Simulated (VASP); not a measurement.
Consider the following.

```
CELL_PARAMETERS angstrom
      3.58749     0.00000     0.00000
      0.00000     3.58749     0.00000
      0.00000     0.00000     5.17943
ATOMIC_POSITIONS crystal
  Zr 0.00000 0.00000 0.00000
  Zr 0.50000 0.50000 0.50000
  O  0.00000 0.50000 0.29797
  O  0.00000 0.50000 0.79797
  O  0.50000 0.00000 0.20203
  O  0.50000 0.00000 0.70203
```

These are PBEsol GGA, VASP's PBE PAW potentials (set 64) (plane waves; VASP) values and carry that method's errors. Run with 520 eV cut-off, Gaussian smearing of 0.050 eV, potentials Zr_sv O.

**Question.** Estimate the band gap (along the path) with the smallest direct gap where there is one.

**Answer.** 
```
Quantity                                Value
------------------------------------  -------
band gap (along the path)             3.98 eV
smallest direct gap (along the path)  4.10 eV
```

The structure comes from a computed database's ZrO2 entry (P4_2/nmc); how it stands against other phases isn't given here. It was relaxed first.
